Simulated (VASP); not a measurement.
All values below come from PBE GGA, VASP's PBE PAW potentials (set 64) (plane waves; VASP). For the first row: Settings: 520 eV cut-off, 10×10×10 Γ-centred mesh, first-order Methfessel-Paxton smearing of 0.10 eV, potentials Si Ni.

```tsv
system	energy (eV/atom)
NiSi2 (fluorite)	-5.7895
Si (diamond)	-5.4230
Ni (fcc)	-5.4720
```

The references are the elements' solids at the same level; no temperature or zero-point terms are added.

Question: What is the formation energy per atom of NiSi2?

Answer: The references average (2×(-5.4230) + 1×(-5.4720))/3 = -5.4393 eV, so the formation energy is -5.7895 − (-5.4393) = -0.350 eV/atom.
